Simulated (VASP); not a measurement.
# TaN: free energy against electron temperature

How do entropy and free energy of the electrons in TaN grow with the Fermi-Dirac width, and how far does the Sommerfeld expansion hold?

Method: PBEsol; plane waves and PAW (Ta_pv, N), in the first sound run; inputs show where later runs differ, in VASP 6.6.1.

This is a report of a sequence of runs, with most program output left out.

### 1. Set-up

The structure is cubic, space group Fm-3m (No. 225). The conventional cell has a = 4.358 Å, b = 4.358 Å, c = 4.358 Å, α = 90.00°, β = 90.00°, γ = 90.00°. Ta has 6 N at 2.18 Å nearest. N has 6 Ta at 2.18 Å nearest. Farther neighbours and most contacts between anions are not listed.

### 2. Relax the crystal, PBEsol

The cell is relaxed and then held.

This step took 2 runs in a row; the last is shown.

Level: PBEsol; plane waves and PAW (Ta_pv, N).

File INCAR:

```
SYSTEM = TaN
PREC = Accurate
ENCUT = 520
EDIFF = 1E-07
NELM = 120
ISMEAR = 1
SIGMA = 0.15
LREAL = .FALSE.
ALGO = Normal
GGA = PS
NBANDS = 14
LASPH = .TRUE.
LORBIT = 11
LWAVE = .FALSE.
LCHARG = .FALSE.
KPAR = 8
IBRION = 2
NSW = 40
ISIF = 3
EDIFFG = -0.005
POTIM = 0.4
```

File POSCAR:

```
TaN
1.0
    0.0000000000      2.1897809421      2.1897809421
    2.1897809421      0.0000000000      2.1897809421
    2.1897809421      2.1897809421      0.0000000000
Ta N
1 1
Direct
    0.5000000000      0.5000000000      0.5000000000
    0.0000000000      0.0000000000      0.0000000000
```

File KPOINTS:

```
Automatic mesh
0
Gamma
17 17 17
0 0 0
```

Potentials, in the order of the species: Ta_pv and N (PBE family, release 64).

The run is started by

```console
$ mpirun -np 8 vasp_std
```

The job ended after 6.2 s (8 MPI ranks of AMD EPYC 9R45, shared host; peak memory 1.3 GiB; 44 s of CPU time).

Read from the output:

| Quantity | Value |
| --- | --- |
| energy(sigma→0) of the program | -23.2155 eV |
| stress, compression positive | xx, yy, zz -0.02, -0.02, -0.02 GPa |
| volume | 21.001 Å³ |
| ionic steps | 1 |

### 3. Tetrahedra, PBEsol

Tetrahedra give the density of states at the Fermi level without smearing.

Level: PBEsol; plane waves and PAW (Ta_pv, N).

File INCAR:

```
SYSTEM = TaN
PREC = Accurate
ENCUT = 520
EDIFF = 1E-08
NELM = 100
ISMEAR = -5
SIGMA = 0.15
LREAL = .FALSE.
ALGO = Normal
GGA = PS
NBANDS = 24
LASPH = .TRUE.
LORBIT = 11
LWAVE = .FALSE.
LCHARG = .FALSE.
KPAR = 2
ISIF = 2
NEDOS = 3001
```

POSCAR is that of step 2.

File KPOINTS:

```
Automatic mesh
0
Gamma
30 30 30
0 0 0
```

The run is started by

```console
$ mpirun -np 2 vasp_std
```

It took 1.8 min on 2 MPI ranks; peak memory 0.81 GiB; 3.5 min of CPU time.

Numbers from this step:

```
energy(sigma→0) of the program : -23.2130 eV
```

The run ends at a pressure of -0.01 GPa.

### 4. Electron temperature, PBEsol

One member in full: SIGMA = 0.05 eV.

Level: PBEsol; plane waves and PAW (Ta_pv, N).

Changes to INCAR since step 3:

```diff
@@ -5,4 +5,4 @@
 NELM = 100
-ISMEAR = -5
-SIGMA = 0.15
+ISMEAR = -1
+SIGMA = 0.05
 LREAL = .FALSE.
@@ -17,2 +17 @@
 ISIF = 2
-NEDOS = 3001
```

POSCAR is that of step 3.

KPOINTS is that of step 3.

The run is started by

```console
$ mpirun -np 2 vasp_std
```

Elapsed: 1.9 min, on 2 MPI ranks; peak memory 0.78 GiB.

Read from the output:

| Property | Result |
| --- | --- |
| energy(sigma→0) of the program | -23.2131 eV |
| stress, compression positive | xx, yy, zz 0.02, 0.02, 0.02 GPa |

The run ends at a pressure of 0.02 GPa.

### 5. The whole series

The other members went through these steps as far as the tables show, on the same mesh; 7 runs are not shown. The session took 0.56 core hours (wall time by ranks) on a shared machine.

```
width kT (eV)  temperature (K)  free energy less that of the narrowest width (meV/atom)  TS (meV/atom)  pressure (GPa)  shift of the Fermi level (eV)
        0.025              290                                                    0.000          0.813          -0.003                          0.000
        0.050              580                                                   -1.218          3.244           0.025                         -0.001
        0.075              870                                                   -3.248          7.319           0.068                         -0.001
        0.100             1160                                                   -6.099         13.051           0.129                         -0.002
        0.150             1741                                                        ?              ?           0.301                         -0.005
        0.200             2321                                                  -25.783         52.745           0.547                         -0.011
        0.300             3481                                                  -59.010        120.545           1.282                         -0.030
```

### 6. The Sommerfeld expansion

At low temperature TS = (π²/3) g (kT)², so TS, twice the difference of energy(sigma→0) and the free energy, over (π²/3)(kT)² is an effective density of states: 0.395, 0.394, 0.395, 0.397, 0.401, 0.407 states/eV/atom in the rows shown.

A least-squares parabola through the 6 rows shown, with σ the width in eV: g = 0.1190 σ² + 0.006371 σ + 0.3946 (states/eV/atom), r.m.s. residual 4.6e-4 states/eV/atom.

For the withheld row, σ = 0.15, the fit gives 0.398 states/eV/atom.

### 7. Checking the prediction

The calculation gives 0.399 states/eV/atom, so the prediction is 0.001 states/eV/atom too low.

The parabola in σ is an empirical guide, not the expansion itself. Tetrahedra give g = 0.392 states/eV/atom at the Fermi level, the limit that the series should reach at zero width.

### 8. Outcome

* density of states at the Fermi level, tetrahedra: 0.39 states/eV/atom
* Sommerfeld coefficient from it: 0.92 mJ per mole of atoms and K²
* pressure at the widest setting: 1.28 GPa
* error of the predicted g: -0.001 states/eV/atom

**Reading.** Against the tetrahedron value, the effective density of states stands at +1 % at 0.025 eV, +1 % at 0.05 eV, +1 % at 0.1 eV, +4 % at 0.3 eV. The leading term holds within a tenth at the widest setting. Spin-orbit coupling is left out. The bare coefficient lacks the electron-phonon enhancement of measured heat capacities.

[Lines on the potential files, build, host, timing and source positions are cut from VASP's logs without a mark.]

[Logs are printed without paths, hosts, clocks, repeated set-up lines and the standing remarks that a program may print on its own settings, such as how far it seeks lower states.]

[Hosts, paths, dates, database ids (printed as entryN), source tags and the programs' standing remarks are cut or masked in the printed files.]
